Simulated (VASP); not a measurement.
Method: vdW-DF2, VASP's PBE PAW potentials (set 64) (plane waves; VASP).

Input for VASP

File POSCAR:
```
MoS2
1.0
  1.5722346151  -2.7231899629   0.0000000000
  1.5722346151   2.7231899629   0.0000000000
  0.0000000000   0.0000000000  12.2507151946
Mo S
2 4
Cartesian
  1.5722346151   0.9077318031   3.0626787986
  1.5722346151  -0.9077318031   9.1880363960
  1.5722346151   0.9077318031  10.7458614667
  1.5722346151  -0.9077318031   4.6205038694
  1.5722346151  -0.9077318031   1.5048537279
  1.5722346151   0.9077318031   7.6302113252
```

### INCAR
```
! general
SYSTEM   = MoS2
PREC     = Accurate
ENCUT    = 520
LREAL    = F
LASPH    = T

! electronic loop
EDIFF    = 1E-6
NELM     = 100
ALGO     = Normal
LMAXMIX  = 4

! smearing
ISMEAR   = 0
SIGMA    = 0.05

! functional
GGA      = ML
LUSE_VDW = T
AGGAC    = 0.0
ZAB_VDW  = -1.8867

! ions
IBRION   = 2
NSW      = 60
ISIF     = 3
EDIFFG   = -0.02

! output
LWAVE    = F
LCHARG   = F
```

### KPOINTS
```
Automatic mesh
0
G
  7 7 2
```

POTCAR, in this order: Mo_sv S (PBE.64 set). Program: vasp_std.

Energy and stress use the plane-wave basis of the starting cell.

Q: What does the run give for the energy per atom (σ→0), volume per atom?

A: 
```json
{
  "energy per atom (σ→0)": "-4.640 eV/atom",
  "volume_per_atom": "20.04 Å^3/atom"
}
```

### OSZICAR
```
...
DAV:   1    -0.278393815589E+02   -0.61430E-03   -0.20891E-02  1041   0.994E-01    0.177E-01
DAV:   2    -0.278389939730E+02    0.38759E-03   -0.28753E-03  1185   0.347E-01    0.886E-02
DAV:   3    -0.278388992637E+02    0.94709E-04   -0.46138E-04  1307   0.893E-02    0.313E-02
DAV:   4    -0.278388783670E+02    0.20897E-04   -0.11195E-04  1178   0.649E-02    0.271E-02
DAV:   5    -0.278388734136E+02    0.49534E-05   -0.63605E-06  1032   0.140E-02    0.110E-02
DAV:   6    -0.278388716185E+02    0.17952E-05   -0.31587E-06   816   0.821E-03    0.426E-03
DAV:   7    -0.278388706510E+02    0.96753E-06   -0.10808E-06   573   0.738E-03
  16 F= -.27838871E+02 E0= -.27838871E+02  d E =-.164540E-03
```

The compound is MoS2 in the 2H layered structure. This run relaxes it. Symmetry was kept, so distortions that lower it aren't found. The start is the result of an earlier pass.
